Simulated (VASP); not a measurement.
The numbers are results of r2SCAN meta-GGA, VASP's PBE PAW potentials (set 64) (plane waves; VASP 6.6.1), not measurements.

The input files of a VASP run:

**POSCAR**
```
Al(100) slab
1.0
  2.8159444843   0.0000000000   0.0000000000
  0.0000000000   2.8159444843   0.0000000000
  0.0000000000   0.0000000000  26.6964778568
Al
6
direct
  0.5000000000   0.0000000000   0.3135360000
  0.0000000000   0.5000000000   0.3881220000
  0.5000000000   0.0000000000   0.4627070000
  0.0000000000   0.5000000000   0.5372930000
  0.5000000000   0.0000000000   0.6118780000
  0.0000000000   0.5000000000   0.6864640000
```

**KPOINTS**
```
kpoints
0
Gamma
10 10 1
0 0 0
```

INCAR:
```
SYSTEM = Al(100) slab
PREC = Normal
METAGGA = R2SCAN
LMIXTAU = .True.
NSW = 50
EDIFFG = -0.03
LASPH = .True.   # aspherical one-centre terms
LREAL = .False.   # projection in real space or not
LCHARG = .False.
ISMEAR = 1   # Methfessel-Paxton
LDIPOL = .True.
ENCUT = 400   # plane-wave cut-off (eV)
SIGMA = 0.1
LWAVE = .True.
ALGO = Normal   # blocked Davidson
DIPOL = 0.5 0.5 0.5
IDIPOL = 3
ISIF = 2
IBRION = 2
EDIFF = 1E-5   # SCF stop (eV)
NELMIN = 4
NELM = 100   # most electronic steps
```

POTCAR, in this order: Al (PBE.64 set). Program: vasp_std.

What VASP printed:

File OUTCAR:
```
 ion  position               nearest neighbor table
   1  0.500  0.000  0.314-   2 2.82   2 2.82   2 2.82   2 2.82
   2  0.000  0.500  0.388-   3 2.82   3 2.82   3 2.82   3 2.82   1 2.82   1 2.82   1 2.82   1 2.82
  LATTYP: Found a simple tetragonal cell.
 ALAT       =     2.8159444843
 C/A-ratio  =     9.4804702314
 Subroutine PRICEL returns:
 Original cell was already a primitive cell.
 Subroutine GETGRP returns: Found 16 space group operations
The static configuration has the point symmetry D_2d.
 The point group associated with its full space group is D_4h.
The dynamic configuration has the point symmetry D_2d.
 Subroutine INISYM returns: Found 16 space group operations
 Subroutine IBZKPT returns following result:
 Found     21 irreducible k-points:

 Following reciprocal coordinates:
            Coordinates               Weight
  0.000000  0.000000  0.000000      1.000000
  0.100000  0.000000  0.000000      4.000000
  0.200000  0.000000  0.000000      4.000000
  0.300000  0.000000  0.000000      4.000000
  0.400000  0.000000  0.000000      4.000000
  0.500000  0.000000  0.000000      2.000000
  0.100000  0.100000  0.000000      4.000000
...
```

### OSZICAR
```
...
DAV:   7    -0.404917941767E+02    0.52673E+00   -0.37917E+00   584   0.122E+01    0.291E+00
DAV:   8    -0.400231124361E+02    0.46868E+00   -0.93868E-01   673   0.548E+00    0.664E-01
DAV:   9    -0.400072550894E+02    0.15857E-01   -0.68648E-02   662   0.192E+00    0.279E-01
DAV:  10    -0.399311816310E+02    0.76073E-01   -0.61648E-03   697   0.593E-01    0.261E-01
DAV:  11    -0.397734536337E+02    0.15773E+00   -0.63250E-03   664   0.530E-01    0.117E-01
DAV:  12    -0.396883201212E+02    0.85134E-01   -0.20686E-03   665   0.303E-01    0.801E-02
DAV:  13    -0.396467127507E+02    0.41607E-01   -0.58021E-04   683   0.162E-01    0.843E-02
DAV:  14    -0.395329681346E+02    0.11374E+00   -0.62665E-03   576   0.533E-01    0.112E-01
DAV:  15    -0.394339095377E+02    0.99059E-01   -0.75745E-03   614   0.618E-01    0.980E-02
DAV:  16    -0.394334149278E+02    0.49461E-03   -0.27533E-04   763   0.117E-01    0.375E-02
DAV:  17    -0.394205985129E+02    0.12816E-01   -0.21620E-04   591   0.114E-01    0.347E-02
DAV:  18    -0.393879202382E+02    0.32678E-01   -0.26086E-03   561   0.411E-01    0.363E-02
DAV:  19    -0.393790801428E+02    0.88401E-02   -0.28388E-04   652   0.126E-01    0.268E-02
DAV:  20    -0.393721974924E+02    0.68827E-02   -0.23153E-04   571   0.128E-01    0.305E-02
DAV:  21    -0.393689655315E+02    0.32320E-02   -0.67775E-05   611   0.644E-02    0.390E-02
DAV:  22    -0.393557127728E+02    0.13253E-01   -0.17396E-03   546   0.337E-01    0.688E-02
DAV:  23    -0.393546358308E+02    0.10769E-02   -0.25857E-05   580   0.384E-02    0.757E-02
DAV:  24    -0.393473175923E+02    0.73182E-02   -0.32816E-03   546   0.436E-01    0.592E-02
DAV:  25    -0.393470315008E+02    0.28609E-03   -0.37401E-04   591   0.167E-01    0.418E-02
DAV:  26    -0.393471083569E+02   -0.76856E-04   -0.21619E-04   546   0.162E-01    0.499E-02
DAV:  27    -0.393471021118E+02    0.62451E-05   -0.50098E-06   517   0.237E-02
   1 F= -.39347102E+02 E0= -.39346222E+02  d E =-.393471E+02
       N       E                     dE             d eps       ncg     rms          rms(c)
DAV:   1    -0.393508521101E+02   -0.37438E-02   -0.29210E-02   546   0.124E+00    0.105E-01
DAV:   2    -0.393512665888E+02   -0.41448E-03   -0.15568E-03   641   0.351E-01    0.470E-02
DAV:   3    -0.393512057482E+02    0.60841E-04   -0.27861E-04   591   0.162E-01    0.322E-02
DAV:   4    -0.393512337133E+02   -0.27965E-04   -0.49625E-05   569   0.712E-02    0.301E-02
DAV:   5    -0.393511711657E+02    0.62548E-04   -0.14268E-04   546   0.132E-01    0.963E-03
DAV:   6    -0.393514761637E+02   -0.30500E-03   -0.65993E-05   571   0.900E-02    0.305E-03
DAV:   7    -0.393514629697E+02    0.13194E-04   -0.35571E-05   525   0.647E-02    0.297E-03
DAV:   8    -0.393514646580E+02   -0.16883E-05   -0.83233E-05   546   0.957E-02
   2 F= -.39351465E+02 E0= -.39350812E+02  d E =-.436255E-02
       N       E                     dE             d eps       ncg     rms          rms(c)
DAV:   1    -0.393563575012E+02   -0.48945E-02   -0.26229E-01   551   0.372E+00    0.305E-01
DAV:   2    -0.393560701656E+02    0.28734E-03   -0.11266E-02   651   0.858E-01    0.108E-01
DAV:   3    -0.393567988849E+02   -0.72872E-03   -0.11921E-03   699   0.308E-01    0.102E-01
DAV:   4    -0.393569123171E+02   -0.11343E-03   -0.13851E-04   654   0.109E-01    0.938E-02
DAV:   5    -0.393573202383E+02   -0.40792E-03   -0.29558E-04   546   0.182E-01    0.400E-02
DAV:   6    -0.393576123896E+02   -0.29215E-03   -0.18538E-04   569   0.128E-01    0.652E-03
DAV:   7    -0.393576866272E+02   -0.74238E-04   -0.12904E-05   466   0.379E-02    0.487E-03
DAV:   8    -0.393577093507E+02   -0.22724E-04   -0.17849E-05   448   0.435E-02    0.597E-03
DAV:   9    -0.393576758165E+02    0.33534E-04   -0.10771E-05   427   0.337E-02    0.247E-03
DAV:  10    -0.393577135977E+02   -0.37781E-04   -0.37324E-06   382   0.212E-02    0.143E-03
DAV:  11    -0.393577135450E+02    0.52684E-07   -0.70858E-06   401   0.257E-02
   3 F= -.39357714E+02 E0= -.39357679E+02  d E =-.106114E-01
       N       E                     dE             d eps       ncg     rms          rms(c)
DAV:   1    -0.393618562833E+02   -0.41427E-02   -0.53869E-02   556   0.178E+00    0.154E-01
DAV:   2    -0.393607541876E+02    0.11021E-02   -0.28370E-03   585   0.437E-01    0.599E-02
DAV:   3    -0.393615796162E+02   -0.82543E-03   -0.57854E-04   625   0.202E-01    0.232E-02
DAV:   4    -0.393617245597E+02   -0.14494E-03   -0.14619E-04   692   0.107E-01    0.500E-02
DAV:   5    -0.393618738013E+02   -0.14924E-03   -0.12376E-04   556   0.113E-01    0.127E-02
DAV:   6    -0.393620153479E+02   -0.14155E-03   -0.46014E-05   558   0.555E-02    0.162E-02
DAV:   7    -0.393620233763E+02   -0.80283E-05   -0.73328E-06   400   0.290E-02
   4 F= -.39362023E+02 E0= -.39361611E+02  d E =-.430983E-02
       N       E                     dE             d eps       ncg     rms          rms(c)
DAV:   1    -0.393673894012E+02   -0.53741E-02   -0.48218E-01   556   0.533E+00    0.470E-01
DAV:   2    -0.393689493800E+02   -0.15600E-02   -0.22214E-02   600   0.122E+00    0.179E-01
DAV:   3    -0.393681709703E+02    0.77841E-03   -0.51996E-03   638   0.594E-01    0.675E-02
DAV:   4    -0.393684800538E+02   -0.30908E-03   -0.13304E-03   707   0.287E-01    0.156E-01
DAV:   5    -0.393679995050E+02    0.48055E-03   -0.48637E-04   603   0.214E-01    0.300E-02
DAV:   6    -0.393691769989E+02   -0.11775E-02   -0.76582E-04   546   0.231E-01    0.536E-02
DAV:   7    -0.393693202584E+02   -0.14326E-03   -0.61247E-05   586   0.763E-02    0.274E-02
DAV:   8    -0.393692632923E+02    0.56966E-04   -0.11266E-05   419   0.377E-02    0.100E-02
DAV:   9    -0.393693071031E+02   -0.43811E-04   -0.44664E-05   498   0.584E-02    0.327E-02
DAV:  10    -0.393692929143E+02    0.14189E-04   -0.73003E-06   385   0.286E-02    0.181E-02
DAV:  11    -0.393693300182E+02   -0.37104E-04   -0.78256E-06   401   0.222E-02    0.204E-03
DAV:  12    -0.393693332337E+02   -0.32154E-05   -0.50766E-06   421   0.185E-02
   5 F= -.39369333E+02 E0= -.39368234E+02  d E =-.116197E-01
       N       E                     dE             d eps       ncg     rms          rms(c)
DAV:   1    -0.393697397295E+02   -0.40971E-03   -0.79959E-02   561   0.217E+00    0.193E-01
DAV:   2    -0.393685748239E+02    0.11649E-02   -0.40407E-03   580   0.511E-01    0.688E-02
DAV:   3    -0.393695161098E+02   -0.94129E-03   -0.93504E-04   630   0.260E-01    0.258E-02
DAV:   4    -0.393696704356E+02   -0.15433E-03   -0.23737E-04   727   0.129E-01    0.630E-02
DAV:   5    -0.393697545714E+02   -0.84136E-04   -0.12025E-04   566   0.113E-01    0.115E-02
DAV:   6    -0.393699240829E+02   -0.16951E-03   -0.86653E-05   551   0.745E-02    0.242E-02
DAV:   7    -0.393700056074E+02   -0.81525E-04   -0.17943E-05   442   0.484E-02    0.124E-02
DAV:   8    -0.393699952751E+02    0.10332E-04   -0.26907E-06   397   0.180E-02    0.260E-03
DAV:   9    -0.393700181063E+02   -0.22831E-04   -0.80697E-06   406   0.266E-02    0.198E-02
DAV:  10    -0.393700130850E+02    0.50213E-05   -0.13742E-06   337   0.126E-02
   6 F= -.39370013E+02 E0= -.39368944E+02  d E =-.122995E-01
       N       E                     dE             d eps       ncg     rms          rms(c)
DAV:   1    -0.393718934137E+02   -0.18753E-02   -0.81751E-02   604   0.227E+00    0.211E-01
DAV:   2    -0.393710161981E+02    0.87722E-03   -0.75711E-03   640   0.653E-01    0.106E-01
DAV:   3    -0.393712564867E+02   -0.24029E-03   -0.16947E-03   633   0.278E-01    0.331E-02
DAV:   4    -0.393711611229E+02    0.95364E-04   -0.25689E-04   623   0.138E-01    0.708E-02
DAV:   5    -0.393714379509E+02   -0.27683E-03   -0.97533E-05   571   0.105E-01    0.397E-02
DAV:   6    -0.393717449497E+02   -0.30700E-03   -0.10782E-04   582   0.952E-02    0.263E-02
DAV:   7    -0.393717717653E+02   -0.26816E-04   -0.29112E-05   461   0.506E-02    0.193E-02
DAV:   8    -0.393717748155E+02   -0.30501E-05   -0.64882E-06   405   0.295E-02
   7 F= -.39371775E+02 E0= -.39371265E+02  d E =-.176173E-02
```

**OUTCAR**
```
------------------------ aborting loop because EDIFF is reached ----------------------------------------
  FORCE on cell =-STRESS in cart. coord.  units (eV):
  Direction    XX          YY          ZZ          XY          YZ          ZX
  --------------------------------------------------------------------------------------
  Total       -1.9794610     -1.9794610      0.0108476      0.0000000      0.0000000      0.0000000
  in kB      -14.9815029    -14.9815029      0.0820996      0.0000000      0.0000000      0.0000000
  external PRESSURE =      -9.9603021 kB  Pullay stress =       0.0000000 kB
  volume of cell :      211.69
      direct lattice vectors                 reciprocal lattice vectors
     2.815944484  0.000000000  0.000000000     0.355120637  0.000000000  0.000000000
     0.000000000  2.815944484  0.000000000     0.000000000  0.355120637  0.000000000
     0.000000000  0.000000000 26.696477857     0.000000000  0.000000000  0.037458125
 POSITION                                       TOTAL-FORCE (eV/Angst)
 -----------------------------------------------------------------------------------
      1.40797      0.00000      8.27021         0.000000      0.000000      0.002665
      0.00000      1.40797     10.28071         0.000000     -0.000000     -0.012551
      1.40797      0.00000     12.33148         0.000000     -0.000000      0.007195
      0.00000      1.40797     14.36499         0.000000      0.000000     -0.007195
      1.40797      0.00000     16.41577         0.000000      0.000000      0.012551
      0.00000      1.40797     18.42627         0.000000      0.000000     -0.002665
 -----------------------------------------------------------------------------------
    total drift:                               -0.000000      0.000000     -0.000000
  FREE ENERGIE OF THE ION-ELECTRON SYSTEM (eV)
  ---------------------------------------------------
  free  energy   TOTEN  =       -39.3717748155 eV

  energy  without entropy=      -39.3702456292  energy(sigma->0) =      -39.37126509

 reached required accuracy - stopping structural energy minimisation
```
(Selected blocks of OUTCAR.)

### CONTCAR
```
Al(100) slab
   1.00000000000000
     2.8159444843000001    0.0000000000000000    0.0000000000000000
     0.0000000000000000    2.8159444843000001    0.0000000000000000
     0.0000000000000000    0.0000000000000000   26.6964778568000014
  Al
     6
Direct
     0.5000000000000000    0.0000000000000000    0.3097865759669760
     0.0000000000000000    0.5000000000000000    0.3850960577502380
     0.5000000000000000    0.0000000000000000    0.4619142976421661
     0.0000000000000000    0.5000000000000000    0.5380857023578339
     0.5000000000000000    0.0000000000000000    0.6149039422497620
     0.0000000000000000    0.5000000000000000    0.6902134240330239
```

### OUTCAR
```
 val. band max:        1.5545877351   @ k =   0.4000   0.4000   0.0000

 cond. band min:       1.5918803696   @ k =   0.5000   0.4000   0.0000


 Fermi energy:         1.5581791943

 k-point     1 :       0.0000    0.0000    0.0000
  band No.  band energies     occupation
      1     -10.3152      2.00000
      2      -9.6165      2.00000
      3      -8.4735      2.00000
      4      -6.9027      2.00000
      5      -5.0034      2.00000
      6      -2.6842      2.00000
      7      -1.1065      2.00000
      8       1.8955     -0.00002
      9       4.1691      0.00000
     10       5.5826      0.00000
     11       5.8187      0.00000
     12       7.0708      0.00000
     13       7.1305      0.00000

 k-point     2 :       0.1000    0.0000    0.0000
  band No.  band energies     occupation
      1     -10.1172      2.00000
      2      -9.4193      2.00000
      3      -8.2776      2.00000
      4      -6.7084      2.00000
      5      -4.8108      2.00000
      6      -2.4927      2.00000
      7      -0.9215      2.00000
      8       2.0678     -0.00000
      9       4.3162      0.00000
     10       4.8362      0.00000
     11       5.4810      0.00000
     12       5.7649      0.00000
     13       6.0208      0.00000

 k-point     3 :       0.2000    0.0000    0.0000
  band No.  band energies     occupation
      1      -9.5248      2.00000
      2      -8.8294      2.00000
      3      -7.6916      2.00000
      4      -6.1270      2.00000
      5      -4.2352      2.00000
      6      -1.9241      2.00000
      7      -0.3677      2.00000
      8       1.7328     -0.03314
      9       2.4599     -0.00000
     10       2.7909     -0.00000
     11       3.5618      0.00000
     12       4.8777      0.00000
     13       5.1676      0.00000

 k-point     4 :       0.3000    0.0000    0.0000
  band No.  band energies     occupation
      1      -8.5431      2.00000
      2      -7.8517      2.00000
      3      -6.7205      2.00000
...
```

The cell is a thin slab with vacuum, built from Al (fcc): (100) face.
